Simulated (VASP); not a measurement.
A convergence study with VASP on ZrO2 (fluorite): one setting is varied, all else stays as given below, so the limit is that of these other settings. Each run relaxes cell and ions; the cell shown is the tightest run's result. The basis is that of the starting cell, so low cut-offs carry a Pulay error.

```yaml
crystal:
  lattice:
    - [0.00000, 2.55906, 2.55906]
    - [2.55906, 0.00000, 2.55906]
    - [2.55906, 2.55906, 0.00000]
  atoms:
    - { symbol: Zr, position: [0.00000, 0.00000, 0.00000] }
    - { symbol: O, position: [0.25000, 0.25000, 0.25000] }
    - { symbol: O, position: [0.75000, 0.75000, 0.75000] }
```

Method: PBE GGA, VASP's PBE PAW potentials (set 64) (plane waves; VASP). The tightest run used: 800 eV cut-off, 6×6×6 Γ-centred mesh, Gaussian smearing of 0.050 eV, potentials Zr_sv O.

The reference is ENCUT = 800, which took about 50 core-seconds. The timings are rough (shared machines, no repeats); factors under 2 mean little.

Problem. Of the settings ENCUT = 250; ENCUT = 300; ENCUT = 350; ENCUT = 400; ENCUT = 450; ENCUT = 500; ENCUT = 550; ENCUT = 600; ENCUT = 650; ENCUT = 700; ENCUT = 750; ENCUT = 800, which is the lowest that keeps the difference from the reference in relaxed volume (Å³/atom) within 0.05 from there on, and what does it cost?

Solution. ENCUT = 500; its cost over the reference is within a factor of 2.
```tsv
setting	difference in relaxed volume (Å³/atom)	cost over the reference
ENCUT = 250	2.003	within a factor of 2
ENCUT = 300	1.213	about 1/2
ENCUT = 350	0.652	within a factor of 2
ENCUT = 400	0.262	about 1/2
ENCUT = 450	0.064	within a factor of 2
ENCUT = 500	0.004	within a factor of 2
ENCUT = 550	0.001	within a factor of 2
ENCUT = 600	0.010	within a factor of 2
ENCUT = 650	0.013	within a factor of 2
ENCUT = 700	0.011	about 1/2
ENCUT = 750	0.006	within a factor of 2
ENCUT = 800	0.000	reference
```

Left out are rungs that failed or repeat a setting and relaxations that didn't move; long series are thinned to 24 rows.

The compound is ZrO2 in the fluorite structure, the high-temperature cubic form, which is unstable at 0 K; the monoclinic form is the stable one.
